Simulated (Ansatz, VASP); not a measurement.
# FeSi2 (Linzhiite) in two plane-wave programs, part 2 of 2

Aim: how closely do two programs agree when they are given the same cell, functional and k mesh? The cell is taken from a series of runs on this material, whose earlier steps may have relaxed, scaled, displaced or heated it; both programs get it as it stands.

VASP 6.6.1 and Ansatz 0.2.0.

So far: The structure; Ansatz: zone-centre phonons, LDA.

### Step 3. VASP: zone-centre phonons, LDA

Level of this step: LDA, no spin polarisation; plane waves and PAW (Si, Fe) (VASP).

The same cell, functional (in two slightly different forms), mesh and smearing now go to VASP, with its own data sets.

Lines of VASP's logs that name or quote its potential files are left out, and so is its time.

INCAR reads:

```
SYSTEM = FeSi2
PREC = Accurate
ENCUT = 600
EDIFF = 1E-08
NELM = 120
ISMEAR = 1
SIGMA = 0.2
LREAL = .FALSE.
ALGO = Normal
GGA = CA
NBANDS = 14
LASPH = .TRUE.
LORBIT = 11
LWAVE = .FALSE.
LCHARG = .FALSE.
ISIF = 2
IBRION = 8
GGA_COMPAT = .FALSE.
KPAR = 2
```

POSCAR reads:

```
FeSi2
1.0
    2.6986688594      0.0000000000      0.0000000000
    0.0000000000      2.6986688594      0.0000000000
    0.0000000000      0.0000000000      5.1153337782
Si Fe
2 1
Direct
    0.5000000000      0.5000000000      0.2700782795
    0.5000000000      0.5000000000      0.7299217205
    0.0000000000      0.0000000000      0.0000000000
```

KPOINTS reads:

```
Automatic mesh
0
Gamma
16 16 8
0 0 0
```

Potentials, in the order of the species: Si and Fe (LDA family, release 64).

Launch:

```sh
mpirun -np 2 vasp_std
```

Numbers of over 12 decimals in the logs are rounded to 6 here.

Log:

```text
[banner, memory and clock lines left out]
running    2 mpi-ranks, on    1 nodes
 distrk:  each k-point on    1 cores,    2 groups
 distr:  one band on    1 cores,    1 groups

 POSCAR found type information on POSCAR SiFe
 POSCAR found :  2 types and       3 ions
 LDA part: xc-table for (Slater(with rela. corr.)+CA(PZ))
 , standard interpolation
 POSCAR, INCAR and KPOINTS ok, starting setup
 FFT: planning ... GRIDC
 FFT: planning ... GRID_SOFT
 FFT: planning ... GRID
 WAVECAR not read
 entering main loop
       N       E                     dE             d eps       ncg     rms          rms(c)
DAV:   1     0.661061988427E+02    0.66106E+02   -0.76949E+03  6340   0.131E+03
DAV:   2    -0.199053701434E+02   -0.86012E+02   -0.76181E+02  6402   0.231E+02
DAV:   3    -0.243513020363E+02   -0.44459E+01   -0.42175E+01  8638   0.582E+01
DAV:   4    -0.244658931370E+02   -0.11459E+00   -0.11439E+00  7226   0.857E+00
DAV:   5    -0.244692695886E+02   -0.33765E-02   -0.33759E-02  8760   0.160E+00    0.166E+01
DAV:   6    -0.273884733042E+02   -0.29192E+01   -0.17945E+01  8268   0.107E+02    0.193E+01
DAV:   7    -0.229772069256E+02    0.44113E+01   -0.14563E+01  8550   0.943E+01    0.497E+00
DAV:   8    -0.228638311009E+02    0.11338E+00   -0.64062E-01  8556   0.819E+00    0.180E+00
DAV:   9    -0.228326852151E+02    0.31146E-01   -0.64502E-02  8878   0.542E+00    0.642E-01
DAV:  10    -0.228310011264E+02    0.16841E-02   -0.46709E-03  7870   0.615E-01    0.109E-01
DAV:  11    -0.228309731177E+02    0.28009E-04   -0.28211E-04  8776   0.261E-01    0.638E-02
DAV:  12    -0.228309653029E+02    0.78149E-05   -0.21291E-05  8696   0.669E-02    0.183E-02
DAV:  13    -0.228309649268E+02    0.37601E-06   -0.33317E-06  9924   0.266E-02    0.624E-03
DAV:  14    -0.228309647855E+02    0.14132E-06   -0.22709E-07  8002   0.523E-03    0.273E-03
DAV:  15    -0.228309647759E+02    0.96513E-08   -0.47595E-08  7874   0.194E-03
   1 F= -.22830965E+02 E0= -.22831329E+02  d E =0.109248E-02
 Linear response reoptimize wavefunctions to high precision
DAV:   1    -0.228309647755E+02    0.36130E-09   -0.20387E-09  5976   0.582E-04
DAV:   2    -0.228309647755E+02   -0.16371E-10   -0.35689E-10  4446   0.178E-04
 Linear response DOF=           4
 Linear response progress:
  Degree of freedom:   1/  4
       N       E                     dE             d eps       ncg     rms          rms(c)
RMM:   1    -0.128857823616E-01   -0.12886E-01   -0.13020E-03 36407   0.922E-01
RMM:   2    -0.119920920571E-01    0.89369E-03   -0.42151E-04 21811   0.437E-01    0.693E-02
RMM:   3    -0.120745364535E-01   -0.82444E-04   -0.33086E-04 26777   0.143E-01    0.379E-02
RMM:   4    -0.121817753087E-01   -0.10724E-03   -0.39781E-05 24804   0.583E-02    0.595E-03
RMM:   5    -0.121829325540E-01   -0.11572E-05   -0.93121E-06 28457   0.201E-02    0.322E-03
RMM:   6    -0.121616893419E-01    0.21243E-04   -0.13156E-06 27073   0.850E-03    0.135E-03
RMM:   7    -0.121681495635E-01   -0.64602E-05   -0.98030E-08 26460   0.338E-03    0.235E-04
RMM:   8    -0.121678418202E-01    0.30774E-06   -0.30758E-08 27731   0.968E-04    0.168E-04
RMM:   9    -0.121677548641E-01    0.86956E-07    0.50998E-09 24334   0.429E-04    0.442E-05
RMM:  10    -0.121677839931E-01   -0.29129E-07   -0.43635E-10 28724   0.155E-04    0.183E-05
RMM:  11    -0.121678207258E-01   -0.36733E-07   -0.58384E-10 27996   0.622E-05    0.744E-06
RMM:  12    -0.121678083871E-01    0.12339E-07   -0.19335E-10 27998   0.371E-05    0.331E-06
RMM:  13    -0.121677985492E-01    0.98379E-08   -0.48423E-10 29150   0.272E-05    0.124E-06
 first order change of Fermi-energy   0.21002E-04
 force on displaced ion       1 direction 1 :  -4.552   0.000  -0.001
 Linear response progress:
  Degree of freedom:   2/  4
       N       E                     dE             d eps       ncg     rms          rms(c)
RMM:   1    -0.333181554220E-01   -0.33318E-01    0.96008E-02 14378   0.174E+00
RMM:   2    -0.311950930055E-01    0.21231E-02   -0.17121E-03  8488   0.712E-01    0.186E-01
RMM:   3    -0.318352420860E-01   -0.64015E-03   -0.17759E-03  7718   0.570E-01    0.257E-01
RMM:   4    -0.312600645220E-01    0.57518E-03   -0.88134E-04  7219   0.431E-01    0.759E-02
RMM:   5    -0.313742646869E-01   -0.11420E-03   -0.21940E-04 10171   0.107E-01    0.238E-02
RMM:   6    -0.313923375621E-01   -0.18073E-04   -0.16705E-05  9711   0.349E-02    0.107E-02
RMM:   7    -0.314026668559E-01   -0.10329E-04   -0.21314E-06  8963   0.191E-02    0.163E-03
RMM:   8    -0.314023501448E-01    0.31671E-06   -0.88710E-07 10753   0.732E-03    0.687E-04
RMM:   9    -0.314017406925E-01    0.60945E-06   -0.75545E-08 10434   0.192E-03    0.393E-04
RMM:  10    -0.314017536943E-01   -0.13002E-07   -0.65885E-09 10729   0.564E-04    0.798E-05
RMM:  11    -0.314016563631E-01    0.97331E-07   -0.61445E-09 10729   0.227E-04    0.306E-05
RMM:  12    -0.314016046391E-01    0.51724E-07   -0.24549E-09 10767   0.875E-05    0.117E-05
RMM:  13    -0.314015965656E-01    0.80735E-08   -0.17640E-09 10395   0.485E-05    0.443E-06
 first order change of Fermi-energy   0.25594E-01
 force on displaced ion       1 direction 3 :  -0.000  -0.000 -17.795
 Linear response progress:
  Degree of freedom:   3/  4
       N       E                     dE             d eps       ncg     rms          rms(c)
RMM:   1    -0.165088242494E+00   -0.16509E+00   -0.83671E-02 18691   0.272E+00
RMM:   2    -0.165245137850E+00   -0.15690E-03   -0.25418E-03 15119   0.611E-01    0.200E-01
RMM:   3    -0.165097114353E+00    0.14802E-03   -0.46110E-04 17785   0.149E-01    0.120E-01
RMM:   4    -0.165502193097E+00   -0.40508E-03   -0.33272E-04 18256   0.127E-01    0.971E-03
RMM:   5    -0.165452796888E+00    0.49396E-04   -0.10265E-05 18225   0.278E-02    0.694E-03
RMM:   6    -0.165450006675E+00    0.27902E-05   -0.15647E-06 15168   0.162E-02    0.615E-03
RMM:   7    -0.165447053585E+00    0.29531E-05   -0.37014E-07 14656   0.932E-03    0.795E-04
RMM:   8    -0.165442242531E+00    0.48111E-05   -0.16274E-07 19063   0.262E-03    0.360E-04
RMM:   9    -0.165441966211E+00    0.27632E-06   -0.17711E-08 18083   0.809E-04    0.153E-04
RMM:  10    -0.165440976227E+00    0.98998E-06   -0.73820E-09 19181   0.316E-04    0.542E-05
RMM:  11    -0.165441052625E+00   -0.76397E-07   -0.64432E-09 19326   0.118E-04    0.155E-05
RMM:  12    -0.165441044037E+00    0.85873E-08   -0.64399E-09 19775   0.664E-05    0.316E-06
 first order change of Fermi-energy   0.57445E-03
 force on displaced ion       3 direction 1 :  -7.892  -0.000   0.000
 Linear response progress:
  Degree of freedom:   4/  4
       N       E                     dE             d eps       ncg     rms          rms(c)
RMM:   1    -0.188390495434E+00   -0.18839E+00   -0.10205E-01 11233   0.252E+00
RMM:   2    -0.182138567929E+00    0.62519E-02   -0.24775E-03  7914   0.827E-01    0.229E-01
RMM:   3    -0.181334524791E+00    0.80404E-03   -0.18610E-03  9802   0.309E-01    0.120E-01
RMM:   4    -0.181450422356E+00   -0.11590E-03   -0.34937E-04 10066   0.106E-01    0.576E-02
RMM:   5    -0.181725372919E+00   -0.27495E-03   -0.11419E-04  9700   0.889E-02    0.133E-02
RMM:   6    -0.181732894658E+00   -0.75217E-05   -0.73080E-06  8266   0.324E-02    0.653E-03
RMM:   7    -0.181736638659E+00   -0.37440E-05   -0.29049E-06 10117   0.131E-02    0.299E-03
RMM:   8    -0.181724681937E+00    0.11957E-04   -0.31169E-07  9535   0.472E-03    0.703E-04
RMM:   9    -0.181725588068E+00   -0.90613E-06   -0.44517E-08 10520   0.158E-03    0.427E-04
RMM:  10    -0.181724997293E+00    0.59077E-06   -0.97244E-09 10619   0.507E-04    0.132E-04
RMM:  11    -0.181725386595E+00   -0.38930E-06   -0.63933E-09  9121   0.297E-04    0.295E-05
RMM:  12    -0.181725464890E+00   -0.78296E-07   -0.46358E-09 10906   0.134E-04    0.183E-05
RMM:  13    -0.181725447280E+00    0.17611E-07   -0.40717E-09 10517   0.784E-05    0.624E-06
RMM:  14    -0.181725454406E+00   -0.71265E-08   -0.40876E-09 11111   0.510E-05    0.477E-06
 first order change of Fermi-energy   0.38469E-02
 force on displaced ion       3 direction 3 :   0.000   0.000 -12.557
 Linear response finished
```

From OUTCAR (step 3):

```text
ion  position               nearest neighbor table
   1  0.500  0.500  0.270-   2 2.35   3 2.36   3 2.36   3 2.36   3 2.36   2 2.76
   2  0.500  0.500  0.730-   1 2.35   3 2.36   3 2.36   3 2.36   3 2.36   1 2.76
   3  0.000  0.000  0.000-   1 2.36   2 2.36   1 2.36   2 2.36   1 2.36   2 2.36   1 2.36   2 2.36

  LATTYP: Found a simple tetragonal cell.
 ALAT       =     2.6986688594
 C/A-ratio  =     1.8955025773

 Subroutine GETGRP returns: Found 16 space group operations
 (whereof 16 operations were pure point group operations)

The static configuration has the point symmetry D_4h.

 Found    225 irreducible k-points:

   k-points           NKPTS =    225   k-points in BZ     NKDIM =    225   number of bands    NBANDS=     14

   dimension x,y,z NGX =    24 NGY =   24 NGZ =   42
   dimension x,y,z NGXF=    48 NGYF=   48 NGZF=   84

   ENCUT  =  600.0 eV  44.10 Ry    6.64 a.u.   5.39  5.39 10.22*2*pi/ulx,y,z

   NELECT =      16.0000    total number of electrons

 k-points in reciprocal lattice and weights: Automatic mesh
   0.00000000  0.00000000  0.00000000       0.000
   0.06250000  0.00000000  0.00000000       0.002
   0.12500000  0.00000000  0.00000000       0.002
   0.18750000  0.00000000  0.00000000       0.002
   0.25000000  0.00000000  0.00000000       0.002
   0.31250000  0.00000000  0.00000000       0.002
   0.37500000  0.00000000  0.00000000       0.002
   0.43750000  0.00000000  0.00000000       0.002
   0.50000000  0.00000000  0.00000000       0.001
[...]
0.50000000  0.43750000  0.50000000       0.002
   0.50000000  0.50000000  0.50000000       0.000

 average (electrostatic) potential at core
       1 -81.6451       2 -81.6451       3 -40.0997

  Total       -1.5981934     -1.5981934     -1.5972226      0.0000000      0.0000000      0.0000000
  in kB      -68.7332273    -68.7332273    -68.6914774      0.0000000      0.0000000      0.0000000
  external PRESSURE =     -68.7193107 kB  Pullay stress =       0.0000000 kB

  energy-cutoff  :      600.00
  volume of cell :       37.25
      direct lattice vectors                 reciprocal lattice vectors
     2.698668859  0.000000000  0.000000000     0.370553059  0.000000000  0.000000000
     0.000000000  2.698668859  0.000000000     0.000000000  0.370553059  0.000000000
     0.000000000  0.000000000  5.115333778     0.000000000  0.000000000  0.195490665

 POSITION                                       TOTAL-FORCE (eV/Angst)
 -----------------------------------------------------------------------------------
      1.34933      1.34933      1.38154         0.000000      0.000000      0.026382
      1.34933      1.34933      3.73379         0.000000      0.000000     -0.026382
      0.00000      0.00000      0.00000         0.000000      0.000000     -0.000000
 -----------------------------------------------------------------------------------
    total drift:                               -0.000000      0.000000      0.000000

 Eigenvectors and eigenvalues of the dynamical matrix
 ----------------------------------------------------

   1 f  =   15.969435 THz   100.338918 2PiTHz  532.683005 cm-1    66.044246 meV
             X         Y         Z           dx          dy          dz
      1.349334  1.349334  1.381541    -0.000000   -0.000000   -0.707107
      1.349334  1.349334  3.733793     0.000000   -0.000000    0.707107
      0.000000  0.000000  0.000000     0.000000   -0.000000    0.000000

   2 f  =   10.470846 THz    65.790267 2PiTHz  349.269834 cm-1    43.303921 meV
             X         Y         Z           dx          dy          dz
      1.349334  1.349334  1.381541     0.000000   -0.000000   -0.499384
      1.349334  1.349334  3.733793     0.000000   -0.000000   -0.499384
      0.000000  0.000000  0.000000     0.000000    0.000000    0.707977

   3 f  =    8.299576 THz    52.147774 2PiTHz  276.844059 cm-1    34.324273 meV
             X         Y         Z           dx          dy          dz
      1.349334  1.349334  1.381541     0.491459    0.088112   -0.000000
      1.349334  1.349334  3.733793     0.491459    0.088112    0.000000
      0.000000  0.000000  0.000000    -0.696989   -0.124960    0.000000

   4 f  =    8.299576 THz    52.147774 2PiTHz  276.844059 cm-1    34.324273 meV
             X         Y         Z           dx          dy          dz
      1.349334  1.349334  1.381541    -0.088112    0.491459   -0.000000
      1.349334  1.349334  3.733793    -0.088112    0.491459   -0.000000
      0.000000  0.000000  0.000000     0.124960   -0.696989    0.000000

   5 f  =    6.699685 THz    42.095364 2PiTHz  223.477446 cm-1    27.707659 meV
             X         Y         Z           dx          dy          dz
      1.349334  1.349334  1.381541     0.704117   -0.064952    0.000000
      1.349334  1.349334  3.733793    -0.704117    0.064952   -0.000000
      0.000000  0.000000  0.000000    -0.000000    0.000000    0.000000

   6 f  =    6.699685 THz    42.095364 2PiTHz  223.477446 cm-1    27.707659 meV
             X         Y         Z           dx          dy          dz
      1.349334  1.349334  1.381541    -0.064952   -0.704117    0.000000
      1.349334  1.349334  3.733793     0.064952    0.704117   -0.000000
      0.000000  0.000000  0.000000    -0.000000    0.000000    0.000000

   7 f/i=    0.000278 THz     0.001744 2PiTHz    0.009261 cm-1     0.001148 meV
             X         Y         Z           dx          dy          dz
      1.349334  1.349334  1.381541     0.470341   -0.171708   -0.000000
      1.349334  1.349334  3.733793     0.470341   -0.171708   -0.000000
      0.000000  0.000000  0.000000     0.663292   -0.242148    0.000000

   8 f/i=    0.000278 THz     0.001744 2PiTHz    0.009261 cm-1     0.001148 meV
             X         Y         Z           dx          dy          dz
      1.349334  1.349334  1.381541    -0.171708   -0.470341   -0.000000
      1.349334  1.349334  3.733793    -0.171708   -0.470341   -0.000000
      0.000000  0.000000  0.000000    -0.242148   -0.663292    0.000000

   9 f/i=    0.002198 THz     0.013812 2PiTHz    0.073324 cm-1     0.009091 meV
             X         Y         Z           dx          dy          dz
      1.349334  1.349334  1.381541     0.000000    0.000000    0.500616
      1.349334  1.349334  3.733793     0.000000    0.000000    0.500616
      0.000000  0.000000  0.000000     0.000000    0.000000    0.706235

 ELASTIC MODULI CONTR FROM IONIC RELAXATION (kBar)
 Direction    XX          YY          ZZ          XY          YZ          ZX
 --------------------------------------------------------------------------------
 XX        -158.1315   -158.1315      3.3657      0.0000      0.0000     -0.0000
 YY        -158.1315   -158.1315      3.3657      0.0000      0.0000     -0.0000
 ZZ           3.3657      3.3657     -0.0716      0.0000     -0.0000      0.0000
 XY           0.0000      0.0000      0.0000      0.0000      0.0000      0.0000
 YZ           0.0000      0.0000     -0.0000      0.0000   -375.0374      0.0000
 ZX          -0.0000     -0.0000      0.0000      0.0000      0.0000   -273.2988
 --------------------------------------------------------------------------------
```

This run has no spin polarisation, so a moment on Fe, if there is one, isn't seen.

### Step 4. Differences

Known differences besides the potentials themselves: the two LDA forms differ slightly; the data sets hold 24 valence electrons in Ansatz (on its PAW soft_1 files) and 16 in VASP; the cutoff is 420 eV in Ansatz and 600 eV in VASP; VASP's log shows a relativistic correction to its local exchange, Ansatz's none. Total energies have different zeros and are not compared.

The two programs side by side:

```tsv
quantity	Ansatz	VASP	difference
optical mode 1 to 2 (cm⁻¹)	221.4	223.5	-0.93 %
optical mode 3 to 4 (cm⁻¹)	271.6	276.8	-1.89 %
optical mode 5 (cm⁻¹)	345.9	349.3	-0.98 %
optical mode 6 (cm⁻¹)	532.0	532.7	-0.12 %
```

Modes are paired by rising frequency, not by their patterns, so a pair may set unlike modes beside each other; they are those without the splitting of longitudinal modes.

### Step 5. Summary of results

```yaml
r_m_s_difference_of_the_optical_zone_centre_modes_each_program_s_sorted_by_frequency_zone_centre_phonons_lda: 3.5 cm⁻¹
difference_in_optical_mode_3_to_4_zone_centre_phonons_lda: -1.9 %
```

In words: The r.m.s. difference of the optical zone-centre modes, each program's sorted by frequency is 3.5 cm⁻¹ (zone-centre phonons, LDA). The data sets hold unlike numbers of valence electrons (24 in Ansatz and 16 in VASP), so part of the differences comes from the potentials. Among the rows given in per cent, the largest difference of the zone-centre phonons, LDA pair is in optical mode 3 to 4, -1.9 %. Such differences can come from data sets, numerical settings and the points named under the comparisons, not from the functional's error against experiment.

[Lines on the potential files, build, host, timing and source positions are cut from VASP's logs without a mark.]

[Logs are printed without paths, hosts, clocks, repeated set-up lines and the standing remarks that a program may print on its own settings, such as how far it seeks lower states.]

[Hosts, paths, dates, database ids (printed as entryN), source tags and the programs' standing remarks are cut or masked in the printed files.]
